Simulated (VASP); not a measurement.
# AlCl3 in VASP: a series of runs, part 2 of 2

VASP 6.6.1. Earlier steps stand in the parts before.

## 4. Single point, rev-vdW-DF2

The input, INCAR:

```
PREC = Accurate ; ENCUT = 400
EDIFF = 1E-6 ; ISMEAR = 0
SIGMA = 0.005 ; LREAL = False
LASPH = True ; NELM = 100
ALGO = Fast ; ISIF = 2
LWAVE = False ; LCHARG = False
GGA = MK ; LUSE_VDW = True
AGGAC = 0.0 ; PARAM1 = 0.1234
PARAM2 = 0.711357 ; ZAB_VDW = -1.8867
NBANDS = 20 ; ISYM = 0
```

The input, KPOINTS:

```
regular mesh
0
Gamma
  1 1 1
```

The input, POSCAR:

```
AlCl3
1.0
   13.5921454378      0.0000000000      0.0000000000
    0.0000000000     14.0921454378      0.0000000000
    0.0000000000      0.0000000000     14.5921454378
Al Cl
1 3
Direct
    0.5030000000      0.5047000000      0.5007000000
    0.4105000000      0.4308000000      0.5890000000
    0.5361000000      0.4492000000      0.3723000000
    0.5623000000      0.6343000000      0.5408000000
```

Potentials or basis: VASP PAW PBE potentials, release 64 (Al, Cl).

On the command line:

```console
> cat potpaw_PBE.64/Al/POTCAR potpaw_PBE.64/Cl/POTCAR > POTCAR
> mpirun -np 4 vasp_gam > vasp.out
```

OUTCAR:

```text
PREC = Accurate
   ENCUT = 400
   EDIFF = 1E-6
   ISMEAR = 0
   LREAL = False
   LASPH = True
   NELM = 100
   ISIF = 2
   GGA = MK
   ISYM = 0

 ion  position               nearest neighbor table
   1  0.503  0.505  0.501-   3 2.08   2 2.08   4 2.08
   2  0.410  0.431  0.589-   1 2.08
   3  0.536  0.449  0.372-   1 2.08
   4  0.562  0.634  0.541-   1 2.08

IMPORTANT INFORMATION: All symmetrisations will be switched off!
NOSYMM: (Re-)initialisation of all symmetry stuff for point group C_1.

----------------------------------------------------------------------------------------

                                     Primitive cell

  volume of cell :    2795.0159

  direct lattice vectors                    reciprocal lattice vectors
    13.592145438  0.000000000  0.000000000     0.073571903  0.000000000  0.000000000
     0.000000000 14.092145438  0.000000000     0.000000000  0.070961516  0.000000000
     0.000000000  0.000000000 14.592145438     0.000000000  0.000000000  0.068530019

  length of vectors
    13.592145438 14.092145438 14.592145438     0.073571903  0.070961516  0.068530019

  position of ions in fractional coordinates (direct lattice)
     0.503000000  0.504700000  0.500700000
     0.410500000  0.430800000  0.589000000
     0.536100000  0.449200000  0.372300000
     0.562300000  0.634300000  0.540800000

  ion indices of the primitive-cell ions
   primitive index   ion index
                 1           1
                 2           2
                 3           3
                 4           4

----------------------------------------------------------------------------------------

 KPOINTS: regular mesh

Automatic generation of k-mesh.
 Grid dimensions read from file:
 generate k-points for:    1    1    1

 Generating k-lattice:

  Cartesian coordinates                     Fractional coordinates (reciprocal lattice)
     0.073571903  0.000000000  0.000000000     1.000000000  0.000000000  0.000000000
     0.000000000  0.070961516  0.000000000     0.000000000  1.000000000  0.000000000
     0.000000000  0.000000000  0.068530019     0.000000000  0.000000000  1.000000000

  Length of vectors
     0.073571903  0.070961516  0.068530019

  Shift w.r.t. Gamma in fractional coordinates (k-lattice)
     0.000000000  0.000000000  0.000000000

 Subroutine IBZKPT returns following result:
 ===========================================

 Found      1 irreducible k-points:

 Following reciprocal coordinates:
            Coordinates               Weight
  0.000000  0.000000  0.000000      1.000000
   k-points           NKPTS =      1   k-points in BZ     NKDIM =      1   number of bands    NBANDS=     20
   number of dos      NEDOS =    301   number of ions     NIONS =      4
   total plane-waves  NPLWV = 829440
   dimension x,y,z NGX =    90 NGY =   96 NGZ =   96
   dimension x,y,z NGXF=   180 NGYF=  192 NGZF=  192
   ions per type =               1   3
   NGX,Y,Z   is equivalent  to a cutoff of  11.01, 11.33, 10.94 a.u.
   NGXF,Y,Z  is equivalent  to a cutoff of  22.02, 22.65, 21.87 a.u.
 SYSTEM =  unknown system
   PREC   = accura    normal or accurate (medium, high low for compatibility)
   ISTART =      0    job   : 0-new  1-cont  2-samecut
   ICHARG =      2    charge: 1-file 2-atom 10-const
   ISPIN  =      1    spin polarized calculation?
   LNONCOLLINEAR =      F non collinear calculations
   LSORBIT =      F    spin-orbit coupling
   LASPH  =      T    aspherical Exc in radial PAW
   ENCUT  =  400.0 eV  29.40 Ry    5.42 a.u.  22.17 22.98 23.80*2*pi/ulx,y,z
   NELM   =    100;   NELMIN=  2; NELMDL= -5     # of ELM steps
   EDIFF  = 0.1E-05   stopping-criterion for ELM
   LREAL  =      F    real-space projection
   EDIFFG = 0.1E-04   stopping-criterion for IOM
   NSW    =      0    number of steps for IOM
   IBRION =     -1    ionic relax: 0-MD 1-quasi-New 2-CG
   NFREE  =      0    steps in history (QN), initial steepest desc. (CG)
   ISIF   =      2    stress and relaxation
   ISYM   =      0    0-nonsym 1-usesym 2-fastsym
   POTIM  = 0.5000    time-step for ionic-motion
   TEBEG  =    0.0;   TEEND  =   0.0 temperature during run
   PSTRESS=    0.0 pullay stress
   NELECT =      24.0000    total number of electrons
   NUPDOWN=      -1.0000    fix difference up-down
   EMIN   =  10.00;   EMAX   =-10.00  energy-range for DOS
   EFERMI =   0.00;   METHOD = LEGACY
   ISMEAR =     0;   SIGMA  =   0.01  broadening in eV -4-tet -1-fermi 0-gaus
   EFERMI_NEDOS =   21; number of points for ismear=-14 and -15
   IALGO  =     68    algorithm
   IMIX   =      4    mixing-type and parameters
     AMIX     =   0.40;   BMIX     =  1.00
     AMIX_MAG =   1.60;   BMIX_MAG =  1.00
  volume/ion in A,a.u.               =     698.75      4715.42
  Fermi-wavevector in a.u.,A,eV,Ry     =   0.335236  0.633504  1.529065  0.112383
  Thomas-Fermi vector in A             =   1.234608
   LORBIT       =      0    0 simple, 1 ext, 2 COOP (PROOUT), +10 PAW based schemes
   GGA     = MK    functional components
   LHFCALC =     F    Hartree Fock is set to
   AEXX    =    0.0000 exact exchange contribution
   IVDW_NL    =     1    kernel type
   BPARAM     = 6.3000
   IVDW    =     0    specifies the selected vdW correction
   LEPSILON=     F    determine dielectric tensor
   LRPA    =     F    only Hartree local field effects (RPA)
 non-spin polarized calculation
 RMM-DIIS sequential band-by-band and
 Gauss-broadening in eV      SIGMA  =   0.01
  energy-cutoff  :      400.00
  volume of cell :     2795.02
 maximum number of plane-waves:     25350
 NGX is ok and might be reduce to    90
   NGX = 45   NGY = 45   NGZ = 47

 number of electron      24.0000000 magnetization

 Free energy of the ion-electron system (eV)
  ---------------------------------------------------
  ext. energy  EPLUGINS =         0.00000000
  ---------------------------------------------------
  free energy    TOTEN  =        -8.57561281 eV

  energy without entropy =       -8.57561281  energy(sigma->0) =       -8.57561281

 E-fermi :  -7.7130     XC(G=0):  -0.7597

 val. band max:       -7.7836037410   @ k =   0.0000   0.0000   0.0000
 cond. band min:      -2.2466358504   @ k =   0.0000   0.0000   0.0000
 fundamental gap:      5.5369678906
 Fermi energy:        -7.7129833921

 k-point     1 :       0.0000    0.0000    0.0000
  band No.  band energies     occupation
      1     -20.8611      2.00000
      2     -20.4684      2.00000
      3     -20.4658      2.00000
      4     -11.3401      2.00000
      5      -9.7015      2.00000
      6      -9.6995      2.00000
[... 12 lines left out ...]
     19       0.4832      0.00000
     20       0.5324      0.00000

------------------------ aborting loop because EDIFF is reached ----------------------------------------

  FORCE on cell =-STRESS in cart. coord.  units (eV):
  Direction    XX          YY          ZZ          XY          YZ          ZX
  --------------------------------------------------------------------------------------
  -------------------------------------------------------------------------------------
  Total       -0.1021599     -0.1321975     -0.1244283     -0.0250592     -0.0116063      0.0143173
  in kB       -0.0585608     -0.0757791     -0.0713256     -0.0143646     -0.0066530      0.0082071
  external PRESSURE =      -0.0685552 kB  Pullay stress =       0.0000000 kB

 VOLUME and BASIS-vectors are now :
 -----------------------------------------------------------------------------
  energy-cutoff  :      400.00
  volume of cell :     2795.02
      direct lattice vectors                 reciprocal lattice vectors
    13.592145438  0.000000000  0.000000000     0.073571903  0.000000000  0.000000000
     0.000000000 14.092145438  0.000000000     0.000000000  0.070961516  0.000000000
     0.000000000  0.000000000 14.592145438     0.000000000  0.000000000  0.068530019

 POSITION                                       TOTAL-FORCE (eV/Angst)
 -----------------------------------------------------------------------------------
      6.83685      7.11231      7.30629         0.001061      0.009975      0.004148
      5.57958      6.07090      8.59477         0.008787      0.006436     -0.008972
      7.28675      6.33019      5.43266        -0.002255      0.002573      0.010672
      7.64286      8.93865      7.89143        -0.007594     -0.018984     -0.005847
 -----------------------------------------------------------------------------------
    total drift:                               -0.000061      0.001052      0.000008

  FREE ENERGIE OF THE ION-ELECTRON SYSTEM (eV)
  ---------------------------------------------------
  free  energy   TOTEN  =        -8.5756128119 eV

  energy  without entropy=       -8.5756128119  energy(sigma->0) =       -8.57561281

Total vdW correction in eV:      5.5127674
```

OSZICAR:

```text
N       E                     dE             d eps       ncg     rms          rms(c)
DAV:   1     0.268054709609E+03    0.26805E+03   -0.44486E+03    40   0.561E+02
DAV:   2     0.103893455353E+03   -0.16416E+03   -0.15194E+03    64   0.969E+01
DAV:   3     0.433465188550E+01   -0.99559E+02   -0.99055E+02    56   0.901E+01
[... 17 lines left out ...]
RMM:  21    -0.857560158417E+01   -0.13155E-04   -0.86077E-07    44   0.400E-03    0.423E-04
RMM:  22    -0.857560793902E+01   -0.63548E-05   -0.60602E-07    41   0.318E-03    0.601E-04
RMM:  23    -0.857561050956E+01   -0.25705E-05   -0.27493E-07    43   0.230E-03    0.111E-03
RMM:  24    -0.857561217346E+01   -0.16639E-05   -0.21142E-07    41   0.196E-03    0.212E-04
RMM:  25    -0.857561281191E+01   -0.63845E-06   -0.71521E-08    38   0.135E-03
   1 F= -.85756128E+01 E0= -.85756128E+01  d E =-.650537E-89
```

stdout:

```text
POSCAR found type information on POSCAR AlCl
 POSCAR found :  2 types and       4 ions
 scaLAPACK will be used
 -----------------------------------------------------------------------------
|                                                                             |
|                                                                             |
[... 16 lines left out ...]
|                                                                             |
 -----------------------------------------------------------------------------

 LDA part: xc-table for (Slater+PW92), standard interpolation
 POSCAR, INCAR and KPOINTS ok, starting setup
 FFT: planning ... GRIDC
 FFT: planning ... GRID_SOFT
 FFT: planning ... GRID
 WAVECAR not read
 entering main loop
```

Run time: 5.2 min. Hardware: 4 MPI ranks of AMD EPYC 9R45 (Zen 5), shared host; peak memory 1.4 GiB.

What came out:

```yaml
Free_energy: -8.5756 eV
Largest_force: 0.021 eV/Å
Gap_between_the_frontier_levels: 5.54 eV
```

Forces on the atoms (eV/Å):
```
Al   0.001  0.010  0.004
Cl   0.009  0.006 -0.009
Cl  -0.002  0.003  0.011
Cl  -0.008 -0.019 -0.006
```

Caveat: the PAW data sets were made with another functional, which shifts forces and pressure a little.

## 5. Summary

| level | gap on the mesh (eV) | largest force (eV/Å) |
| --- | --- | --- |
| PBE+D3(BJ) | 5.63 | 0.03 |
| optB86b-vdW | 5.58 | 0.03 |
| rev-vdW-DF2 | 5.54 | 0.02 |

Alike in all rows: task single point; potentials or basis VASP PAW PBE potentials, release 64 (Al, Cl); no spin polarisation; cell as given; k mesh 1 × 1 × 1; cutoff (eV) 400; smearing gaussian 0.005 eV.

On the cell as given the gap runs from 5.54 eV (rev-vdW-DF2) to 5.63 eV (PBE+D3(BJ)).

Caveats: the PAW data sets were made with another functional, which shifts forces and pressure a little (some runs).

Total energies depend on the potentials used, so only differences within one code and one set of settings carry meaning.
